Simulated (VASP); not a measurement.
Method: PBE GGA with spin-orbit coupling, VASP's PBE PAW potentials (set 64) (plane waves; VASP).

A VASP calculation is set up with these files.

File POSCAR:
```
KBr
1
    0.0000000000     3.3000000000     3.3000000000
    3.3000000000     0.0000000000     3.3000000000
    3.3000000000     3.3000000000     0.0000000000
K Br
1 1
Direct
  0.0000000000   0.0000000000   0.0000000000
  0.5000000000   0.5000000000   0.5000000000
```

INCAR:
```
LCHARG = F
NELM = 100
GGA = PE
LASPH = T
MAGMOM = 6*0
PREC = Accurate
SIGMA = 0.05   ! width (eV)
ISIF = 2   ! forces and stress, cell fixed
LWAVE = F
SYSTEM = KBr
ENCUT = 400   ! plane-wave cut-off (eV)
ISMEAR = 0   ! Gaussian
LMAXMIX = 4   ! l cut-off of mixed one-centre charges
ALGO = Normal
GGA_COMPAT = F
LSORBIT = T
LREAL = F   ! projection in real space or not
EDIFF = 1E-6
```

**KPOINTS**
```
Regular mesh
0
Gamma
6 6 6
0 0 0
```

POTCAR, in this order: K_sv Br (PBE.64 set). Program: vasp_ncl.

Estimate the energy per atom (σ→0), band gap (on the k-mesh).

The energy per atom (σ→0) is -3.122 eV/atom and the band gap (on the k-mesh) comes out as 4.27 eV.

OSZICAR:
```
...
DAV:   8    -0.623940357654E+01   -0.71779E-02   -0.17242E-02  1128   0.818E-01    0.667E-01
DAV:   9    -0.624320870165E+01   -0.38051E-02   -0.34529E-03   880   0.507E-01    0.108E-01
DAV:  10    -0.624368678435E+01   -0.47808E-03   -0.36094E-04   968   0.137E-01    0.489E-02
DAV:  11    -0.624391325039E+01   -0.22647E-03   -0.21684E-04   880   0.108E-01    0.168E-02
DAV:  12    -0.624391804469E+01   -0.47943E-05   -0.54990E-06  1080   0.177E-02    0.445E-03
DAV:  13    -0.624392108882E+01   -0.30441E-05   -0.33370E-06   848   0.144E-02    0.341E-03
DAV:  14    -0.624392156731E+01   -0.47849E-06   -0.15893E-06   808   0.929E-03
   1 F= -.62439216E+01 E0= -.62439216E+01  d E =-.125525E-11  mag=    -0.0000     0.0000     0.0000
```

The compound is KBr in the rock salt structure. The cell was not relaxed at this level. The run is one of a series of settings (GGA_COMPAT = .FALSE., LSORBIT = .TRUE., MAGMOM = 0 0 0 0 0 0, program vasp_ncl against the base run), some of them coarse on purpose.
